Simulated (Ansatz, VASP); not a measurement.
Al4In in VASP and in Ansatz

The input INCAR:

```
SYSTEM = Al4In
  PREC = Accurate
  ENCUT = 520
  EDIFF = 1E-6
  ISMEAR = 0
  SIGMA = 0.1
  LREAL = .FALSE.
  LASPH = .TRUE.
  NELM = 60
  ALGO = Normal
  ISIF = 2
  LWAVE = .FALSE.
  LCHARG = .FALSE.
  GGA = PE
  NBANDS = 20
```

File KPOINTS:

```
Automatic mesh
0
G
  6 6 2
  0 0 0
```

Contents of POSCAR:

```
Al4In
1.0
    3.0471497300      0.0000000000      0.0000000000
   -1.5235748700      2.6389090800      0.0000000000
    0.0000000000      0.0000000000      9.7980532400
Al In
4 1
Direct
    0.3333333300      0.6666666700      0.8658552800
    0.3333333300      0.6666666700      0.3767953500
    0.6666666700      0.3333333300      0.1341447200
    0.6666666700      0.3333333300      0.6232046500
    0.0000000000      0.0000000000      0.0000000000
```

Input for Ansatz:

```yaml
crystal:
  lattice:
    - [3.04714973, 0.0, 0.0]
    - [-1.52357487, 2.63890908, 0.0]
    - [0.0, 0.0, 9.79805324]
  atoms:
    - { symbol: Al, position: [0.33333333, 0.66666667, 0.86585528] }
    - { symbol: Al, position: [0.33333333, 0.66666667, 0.37679535] }
    - { symbol: Al, position: [0.66666667, 0.33333333, 0.13414472] }
    - { symbol: Al, position: [0.66666667, 0.33333333, 0.62320465] }
    - { symbol: In, position: [0.0, 0.0, 0.0] }
basis:
  ecutwfc: 420
kpoints:
  mp_grid: { grid: [6, 6, 2] }
hamiltonian:
  xc: pbe
scf:
  occupations: { method: gaussian, width: 0.1 }
  lower_state_search: "off"
output:
  forces: true
  stress: true
  eigenvalues: true
```

Change from the starting cell: species swapped into the Co4H type (P-3m1, No. 164).

Alike in both runs: task single point; functional PBE; k mesh 6 × 6 × 2; occupations gaussian, width 0.1 eV; no spin polarisation.

|  | VASP | Ansatz |
| --- | --- | --- |
| version | VASP 6.6.1 | Ansatz 0.2.0 |
| potentials or method | VASP PAW PBE potentials, release 64 (Al, In_d) | scalar-relativistic, plane waves, PAW |
| plane-wave cutoff (eV) | 520 | 420 |
| valence electrons in the cell | 25 | 25 |

VASP gave:

| Property | Result |
| --- | --- |
| gap on the k mesh at the Fermi level (eV) | none |
| rms of the force components (eV/Å) | 4.130 |

Q: What did Ansatz give for the same quantities?

A: gap on the k mesh at the Fermi level (eV): none; rms of the force components (eV/Å): 4.135.

Atom by atom the forces differ by 0.005 eV/Å (rms over components). A gap of «none» marks a metal or a gap that the smearing closes. With one functional, cell and mesh, what is left measures potentials, basis and numerics.

Caveats: the k mesh is coarse (spacing up to 0.40 Å⁻¹), so the values aren't converged; forces of over 1 eV/Å show positions far from the minimum, so gaps and moduli don't describe the material at rest.
